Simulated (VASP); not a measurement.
Consider the following.

```
CELL_PARAMETERS angstrom
      0.00000     3.54915     3.54915
      3.54915     0.00000     3.54915
      3.54915     3.54915     0.00000
ATOMIC_POSITIONS crystal
  Sn 0.00000 0.00000 0.00000
  Nb 0.50000 0.50000 0.50000
  Nb 0.25000 0.25000 0.25000
  Nb 0.75000 0.75000 0.75000
```
Cell charge +0.5.

Computed with PBE GGA, VASP's PBE PAW potentials (set 64) (plane waves; VASP). Numerical set-up: NELECT = 52.5, 400 eV cut-off, 7×7×7 Γ-centred mesh, Gaussian smearing of 0.050 eV, potentials Sn_d Nb_sv.

The cell is charged, with a uniform compensating background. Unless said otherwise, spin-orbit coupling is left out, though it shifts the bands of the heavy elements here.

**Question.** What does the run give for the energy per atom (σ→0), pressure, band gap (on the k-mesh) with the smallest direct gap where there is one?

**Answer.** 
| Property | Result |
|---|---|
| band gap (on the k-mesh) | none (metal, semimetal or under 0.01 eV) |
| energy per atom (σ→0) | -9.520 eV/atom |
| pressure | -30.34 GPa |

Only differences to runs with the same potentials and settings are physical.

The structure was generated: Nb3Sn was put into the D03 type (Fm-3m), which need not be its known phase. The cell was not relaxed at this level. The run is one of a series of settings (ISMEAR = 0, NELECT = 52.5, SIGMA = 0.05 against the base run), some of them coarse on purpose.
